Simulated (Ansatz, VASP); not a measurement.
## One calculation of InCo2N2, two programs

Contents of INCAR:

```
PREC     = Accurate       # precision mode
ENCUT    = 520            # plane-wave cutoff, eV
EDIFF    = 1E-6           # SCF threshold, eV
ISMEAR   = -1             # smearing method
SIGMA    = 0.022          # smearing width, eV
LREAL    = F              # projectors in reciprocal space
LASPH    = T              # aspherical terms in the spheres
NELM     = 150            # most SCF steps
ALGO     = Normal         # electronic algorithm
ISIF     = 2              # what is computed and relaxed
LWAVE    = F              # write WAVECAR
LCHARG   = F              # write CHGCAR
ISPIN    = 2              # spin polarisation
MAGMOM   = 0 0.22 0.22 0 0 # initial moments
LORBIT   = 11             # projections on sites
LMAXMIX  = 4              # l up to which the mixer works
GGA      = PE             # functional
NBANDS   = 32             # bands
```

Contents of KPOINTS:

```
regular mesh
0
Gamma
  2 2 1
```

File POSCAR:

```
InCo2N2
1.0
    2.7259591304     -1.5805455775      0.0000000000
    2.7259591304      1.5805455775      0.0000000000
   -1.9522687403      0.0000000000      7.5446777696
In Co N
1 2 2
Direct
    0.5000000000      0.5000000000      0.5000000000
    0.3726610000      0.3726610000      0.1081050000
    0.6273390000      0.6273390000      0.8918950000
    0.2773840000      0.2773840000      0.8449930000
    0.7226160000      0.7226160000      0.1550070000
```

Input for Ansatz:

```yaml
crystal:
  lattice:
    - [2.7259591304, -1.5805455775, 0.0]
    - [2.7259591304, 1.5805455775, 0.0]
    - [-1.9522687403, 0.0, 7.5446777696]
  atoms:
    - { symbol: In, position: [0.5, 0.5, 0.5] }
    - { symbol: Co, position: [0.372661, 0.372661, 0.108105], spin: 0.22 }
    - { symbol: Co, position: [0.627339, 0.627339, 0.891895], spin: 0.22 }
    - { symbol: "N", position: [0.277384, 0.277384, 0.844993] }
    - { symbol: "N", position: [0.722616, 0.722616, 0.155007] }
basis:
  ecutwfc: 420
kpoints:
  mp_grid: { grid: [2, 2, 1] }
hamiltonian:
  xc: pbe
scf:
  occupations: { method: fermi_dirac, width: 0.022 }
  lower_state_search: "off"
  eigensolver: { real_solve: false }
  max_iter: 60
output:
  forces: true
  stress: true
  eigenvalues: true
  populations: true
magnetization:
  spin_polarized: true
```

Alike in both runs: task single point; functional PBE; k mesh 2 × 2 × 1; occupations fermi-dirac, width 0.022 eV; collinear spin.

```csv
,VASP,Ansatz
version,VASP 6.6.1,Ansatz 0.2.0
potentials or method,"VASP PAW PBE potentials, release 64 (In_d, Co, N)","scalar-relativistic, plane waves, PAW"
plane-wave cutoff (eV),520,420
valence electrons in the cell,41,57
```

```tsv
	VASP	Ansatz	Ansatz less VASP
gap on the k mesh at the Fermi level (eV)	none	none	-
pressure (GPa)	-5.8	-5.9	-0.11
largest component of the traceless stress (GPa)	5.78	5.68	-0.098
rms of the force components (eV/Å)	0.663	0.686	+0.0222
net moment per atom (μB)	0.06	0.06	-0.003
size of the moment on the site where the two differ most (μB)	0.09	0.08	-0.013
```

Site moments also hang on the region over which each program counts them. Atom by atom the forces differ by 0.026 eV/Å (rms over components). A gap of «none» marks a metal or a gap that the smearing closes. With one functional, cell and mesh, what is left measures potentials, basis and numerics. The two sets of potentials don't hold the same shells in valence.

Caveats: the k mesh is coarse (spacing up to 1.16 Å⁻¹), so the values aren't converged; forces of over 1 eV/Å show positions far from the minimum, so gaps and moduli don't describe the material at rest. With open d or f shells a metallic result of PBE can be an artefact of self-interaction; +U or a hybrid may open a gap.
